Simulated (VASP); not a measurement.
# KZnF3: transverse stress against strain

KZnF3 (cubic perovskite, Pm-3m, 13.364 Å³/atom and stress up to 0.01 GPa in the relaxed cell, cube axes along x, y and z) under an equal strain ε along x and y, with z held. PBEsol in VASP (plane waves, PAW), 600 eV, 8×8×8 Γ-centred mesh, Gaussian smearing 0.05 eV; ions are relaxed, or left where forces stay under 0.02 eV/Å, within the symmetry of each cell. Stress is positive for a compressed cell.

Here s stands for strain and y for stress zz.

| strain (%) | stress zz (GPa) |
|---|---|
| -1.50 | 1.64 |
| -1.00 | 1.10 |
| -0.50 | 0.53 |
| 0.00 | 0.00 |
| 0.50 | -0.50 |
| 1.00 | -1.03 |
| 1.50 | -1.50 |
| 3.00 | ? |

**Question.** Using a straight line, estimate the missing y at s = 3.00 from the other rows, showing the fit.

**Answer.** Means: s 0, y 0.034. About the means, the sum of products is -7.3550 and the sum of squares of s is 7.0000; the slope is their ratio. Least squares gives y = 0.034 - 1.0507·s. Residuals (row less fit): 0.030, 0.015, -0.029, -0.034, -0.009, -0.013, 0.042; standard error 0.032 (degrees of freedom: 5). The slope gives the elastic constant 2C12 = 105 ± 1 GPa (± standard error of the fit, which holds the terms cut off). At the withheld row, y = 0.034 - 1.0507 × 3.0 = -3.118 GPa. The calculation gives -2.80 GPa, 0.318 GPa above the prediction (7.2 % of the range of y in the table). The row lies outside the fitted rows, so this is an extrapolation. From the scatter of the fitted rows alone, a prediction at this place has a standard error of 0.050 GPa, so the miss is 6.4 times that.

A polynomial of degree 2 through the 12 other runs of the series gives -2.78 there, so most of the miss is curvature that the fit leaves out. The primitive cell can neither tilt nor turn polar against its symmetry, as such crystals can under strain. Rows are the converged runs of the series near zero and its far end, less any whose ions stayed unrelaxed beside relaxed ones; series whose fitted rows scatter by over a few per cent of the range, as at a crossing or softening among them, aren't shown in this form. Most that stay on the fit to the last digits aren't either.
